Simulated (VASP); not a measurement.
Input:

```
Na2S
1.0
    0.00000     2.93294     2.93294
    2.93294     0.00000     2.93294
    2.93294     2.93294     0.00000
Na S
2 1
Cartesian
  1.46647   1.46647   1.46647
  4.39940   4.39940   4.39940
  0.00000   0.00000   0.00000
```

The numbers are results of PBE GGA, VASP's PBE PAW potentials (set 64) (plane waves; VASP 6.6.1), not measurements. Numerical set-up: 500 eV cut-off, 7×7×7 Γ-centred mesh, Gaussian smearing of 0.050 eV, potentials Na_pv S.

Problem. Predict the energy per atom (σ→0), pressure, band gap (on the k-mesh) with the smallest direct gap where there is one.

Solution. 
```yaml
band gap (on the k-mesh): 3.75 eV
smallest direct gap (on the k-mesh): 3.75 eV
energy per atom (σ→0): -3.011 eV/atom
pressure: 19.94 GPa
```

Total energies compare only between runs with the same potentials, cut-off and functional.

The compound is Na2S in the antifluorite structure. It was relaxed first under an external pressure of 20 GPa.
